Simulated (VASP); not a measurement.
Runs of VASP 6.6.1 on W. Symmetry: Im-3m, No. 229, cubic system. The conventional cell has a = 3.165 Å, b = 3.165 Å, c = 3.165 Å, α = 90.00°, β = 90.00°, γ = 90.00°. W (site symmetry m-3m) has 8 W at 2.74 Å as nearest neighbours. 

```tsv
level	potentials or basis	gap on the mesh (eV)	pressure (GPa)	relaxed volume (Å³/atom)
PBE	VASP PAW PBE potentials, release 64 (W_sv)	none	0.0	16.16
r2SCAN	VASP PAW PBE potentials, release 64 (W_sv)	none	0.0	(a)
PBEsol	VASP PAW PBE potentials, release 64 (W_sv)	none	0.0	15.73
LDA	VASP PAW LDA potentials, release 64 (W_sv)	none	0.0	15.50
```

Alike in all rows: task relaxation of cell and atoms; no spin polarisation; cell relaxed; k mesh 24 × 24 × 24; cutoff (eV) 600; smearing fermi-dirac 0.05 eV.

Q: Estimate the missing entries.

A: (a) 15.97.

Caveats: the PAW data sets were made with another functional, which shifts forces and pressure a little (some runs).

A k mesh can miss the band edges, and the runs leave out spin-orbit coupling on W.

A gap of «none» marks a metal or a gap under the smearing width.

Not every run made on this cell is shown here.
